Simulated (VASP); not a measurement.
Energy against volume of SiO2 (rutile). Computed with AM05 GGA, VASP's PBE PAW potentials (set 64) (plane waves; VASP 6.6.1). Settings: 520 eV cut-off, 5×5×8 Γ-centred mesh, Gaussian smearing of 0.050 eV, potentials Si O.

Shape and ions are relaxed at each volume.

| V (Å³/atom) | E (eV/atom) |
|---|---|
| 7.628 | -7.98344 |
| 7.864 | -7.99074 |
| 8.100 | -7.98547 |
| 8.336 | -7.96992 |

### Question
Fit these four points and predict the energy of the run at 7.392 Å³/atom.

### Answer
A cubic in V^(−2/3), the third-order Birch-Murnaghan form, passes through the four points with V0 = 7.88 Å³/atom and B0 = 281 GPa, and gives -7.9608 eV/atom there. The run gave -7.9609 eV/atom, -0.1 meV/atom from the fit; all five points give B0 = 281 GPa.

The compound is SiO2 in the rutile structure, stishovite, a high-pressure form. It was relaxed first.
